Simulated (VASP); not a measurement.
Level of theory: LDA (Ceperley-Alder, Perdew-Zunger), VASP's LDA PAW potentials (set 64) (plane waves; VASP).

Input for VASP

**POSCAR**
```
GaN
1.0
  0.0000000000   2.2600000000   2.2600000000
  2.2600000000   0.0000000000   2.2600000000
  2.2600000000   2.2600000000   0.0000000000
Ga N
1 1
Direct
  0.0000000000   0.0000000000   0.0000000000
  0.2500000000   0.2500000000   0.2500000000
```

File KPOINTS:
```
K-points
0
Gamma
9 9 9
```

**INCAR**
```
EDIFFG  =  -0.01   # ionic stop
PREC  =  Accurate
ISMEAR  =  0   # Gaussian
LASPH  =  .TRUE.   # aspherical one-centre terms
LWAVE  =  .FALSE.
NELM  =  100
EDIFF  =  1E-6
LMAXMIX  =  4   # l cut-off of mixed one-centre charges
SIGMA  =  0.05   # width (eV)
ALGO  =  Normal
NSW  =  60   # most ionic steps
LREAL  =  .FALSE.   # projection in real space or not
LCHARG  =  .FALSE.
ENCUT  =  520   # plane-wave cut-off (eV)
ISIF  =  3   # ions, shape and volume
SYSTEM  =  GaN
IBRION  =  2   # conjugate gradients
```

POTCAR, in this order: Ga_d N (LDA.64 set). Program: vasp_std.

Output

File OSZICAR:
```
       N       E                     dE             d eps       ncg     rms          rms(c)
DAV:   1     0.920057343392E+02    0.92006E+02   -0.98329E+03   947   0.249E+03
DAV:   2    -0.829802329642E+01   -0.10030E+03   -0.94896E+02  1055   0.372E+02
DAV:   3    -0.158006041254E+02   -0.75026E+01   -0.74457E+01   995   0.899E+01
DAV:   4    -0.159188183446E+02   -0.11821E+00   -0.11810E+00  1110   0.119E+01
DAV:   5    -0.159203203268E+02   -0.15020E-02   -0.15020E-02  1003   0.127E+00    0.745E+00
DAV:   6    -0.139809404720E+02    0.19394E+01   -0.60508E+00  1325   0.491E+01    0.270E+00
DAV:   7    -0.139531475951E+02    0.27793E-01   -0.29102E-01   925   0.755E+00    0.168E+00
DAV:   8    -0.139296567917E+02    0.23491E-01   -0.90792E-02   970   0.379E+00    0.747E-01
DAV:   9    -0.139252481984E+02    0.44086E-02   -0.18784E-02  1277   0.314E+00    0.210E-01
DAV:  10    -0.139253786886E+02   -0.13049E-03   -0.20359E-03  1174   0.729E-01    0.948E-02
DAV:  11    -0.139252935704E+02    0.85118E-04   -0.35414E-04  1374   0.399E-01    0.100E-02
DAV:  12    -0.139252952301E+02   -0.16596E-05   -0.27272E-05   928   0.707E-02    0.211E-03
DAV:  13    -0.139252953176E+02   -0.87551E-07   -0.10620E-06   683   0.118E-02
   1 F= -.13925295E+02 E0= -.13925295E+02  d E =-.139253E+02
       N       E                     dE             d eps       ncg     rms          rms(c)
DAV:   1    -0.147926881873E+02   -0.86739E+00   -0.10718E+01  1080   0.899E+01    0.573E+00
DAV:   2    -0.141005329830E+02    0.69216E+00   -0.12492E+00  1110   0.412E+01    0.244E+00
DAV:   3    -0.139489527583E+02    0.15158E+00   -0.13726E-01  1105   0.137E+01    0.701E-01
DAV:   4    -0.139257784192E+02    0.23174E-01   -0.23879E-02  1172   0.291E+00    0.958E-02
DAV:   5    -0.139257413362E+02    0.37083E-04   -0.20646E-03  1326   0.833E-01    0.211E-02
DAV:   6    -0.139257194912E+02    0.21845E-04   -0.10996E-04  1073   0.121E-01    0.107E-02
DAV:   7    -0.139257146083E+02    0.48828E-05   -0.10750E-05   975   0.637E-02    0.358E-03
DAV:   8    -0.139257143516E+02    0.25670E-06   -0.10266E-06   505   0.465E-02
   2 F= -.13925714E+02 E0= -.13925714E+02  d E =-.419034E-03
       N       E                     dE             d eps       ncg     rms          rms(c)
DAV:   1    -0.141459532139E+02   -0.22024E+00   -0.27721E+00  1035   0.499E+01    0.268E+00
DAV:   2    -0.139898884886E+02    0.15606E+00   -0.24996E-01  1100   0.170E+01    0.122E+00
DAV:   3    -0.139494466388E+02    0.40442E-01   -0.48491E-02  1070   0.892E+00    0.275E-01
DAV:   4    -0.139446633081E+02    0.47833E-02   -0.65663E-03  1150   0.119E+00    0.417E-02
DAV:   5    -0.139446106415E+02    0.52667E-04   -0.10971E-04  1171   0.140E-01    0.207E-02
DAV:   6    -0.139446067899E+02    0.38516E-05   -0.14011E-05  1075   0.994E-02    0.932E-03
DAV:   7    -0.139446066373E+02    0.15252E-06   -0.80275E-07   540   0.406E-02
   3 F= -.13944607E+02 E0= -.13944607E+02  d E =-.193113E-01
```

**OUTCAR**
```
------------------------ aborting loop because EDIFF is reached ----------------------------------------
  FORCE on cell =-STRESS in cart. coord.  units (eV):
  Direction    XX          YY          ZZ          XY          YZ          ZX
  --------------------------------------------------------------------------------------
  Total       -0.0012426     -0.0012426     -0.0012426     -0.0000000      0.0000000     -0.0000000
  in kB       -0.0895202     -0.0895202     -0.0895202     -0.0000000      0.0000000     -0.0000000
  external PRESSURE =      -0.0895202 kB  Pullay stress =       0.0000000 kB
  volume of cell :       22.24
      direct lattice vectors                 reciprocal lattice vectors
     0.000000000  2.232011309  2.232011309    -0.224013202  0.224013202  0.224013202
     2.232011309  0.000000000  2.232011309     0.224013202 -0.224013202  0.224013202
     2.232011309  2.232011309  0.000000000     0.224013202  0.224013202 -0.224013202
  FREE ENERGIE OF THE ION-ELECTRON SYSTEM (eV)
  ---------------------------------------------------
  free  energy   TOTEN  =       -13.9446066373 eV

  energy  without entropy=      -13.9446066373  energy(sigma->0) =      -13.94460664

 reached required accuracy - stopping structural energy minimisation
```
(Selected blocks of OUTCAR.)

File CONTCAR:
```
GaN
   1.00000000000000
     0.0000000000000000    2.2320113093707499    2.2320113093707499
     2.2320113093707499    0.0000000000000000    2.2320113093707499
     2.2320113093707499    2.2320113093707499    0.0000000000000000
  Ga              N
     1     1
Direct
     0.0000000000000000    0.0000000000000000    0.0000000000000000
     0.2500000000000000    0.2500000000000000    0.2500000000000000
```

Energy and stress use the plane-wave basis of the starting cell.

The compound is GaN in the zinc blende structure, a metastable form; wurtzite is the usual one. This run relaxes it. Symmetry was kept, so distortions that lower it aren't found.
